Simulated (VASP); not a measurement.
An input for Ansatz (written as the equivalent of a VASP run, and not itself run):

Ansatz 0.2 input:
```yaml
crystal:
  lattice:
    - [-3.1055337, 3.1055337, 3.1055337]
    - [3.1055337, -3.1055337, 3.1055337]
    - [3.1055337, 3.1055337, -3.1055337]
  atoms:
    - { symbol: Cs, position: [0.0000000, 0.0000000, 0.0000000] }
kpoints:
  mp_grid: { grid: [8, 8, 8] }
hamiltonian:
  xc: r2scan
  pseudopotentials: { kind: paw }
scf:
  occupations: { method: methfessel_paxton, width: 0.1 }
  max_iter: 100
output: { forces: true, stress: true, eigenvalues: true }
```

**Question.** Write the VASP files for the same calculation (r2SCAN).

**Answer.** Several could match; the one computed here: 
**INCAR**
```
SYSTEM  =  Cs
PREC  =  Accurate; ENCUT  =  520; LREAL  =  .FALSE.
LASPH  =  .TRUE.
EDIFF  =  1E-7; NELM  =  100; ALGO  =  Normal
LMAXMIX  =  4; LMIXTAU  =  .TRUE.
ISMEAR  =  1; SIGMA  =  0.1
METAGGA  =  R2SCAN
ISIF  =  2
LWAVE  =  .FALSE.; LCHARG  =  .FALSE.
```

File KPOINTS:
```
Automatic mesh
0
Gamma
8 8 8
0 0 0
```

**POSCAR**
```
Cs
1
   -3.1055337095     3.1055337095     3.1055337095
    3.1055337095    -3.1055337095     3.1055337095
    3.1055337095     3.1055337095    -3.1055337095
Cs
1
Direct
  0.0000000000   0.0000000000   0.0000000000
```

POTCAR, in this order: Cs_sv (PBE.64 set). Program: vasp_std.

Limits of the translation: each code has its own PAW files, so the cut-off isn't converted (ENCUT is set for VASP's; basis.ecutwfc is left out, and Ansatz then takes the one that its files recommend); Ansatz stops its SCF on the density residual and VASP on the energy change (EDIFF).

The compound is Cs in the bcc structure. This cell is one point of a volume scan, at 0.97 of the reference volume.
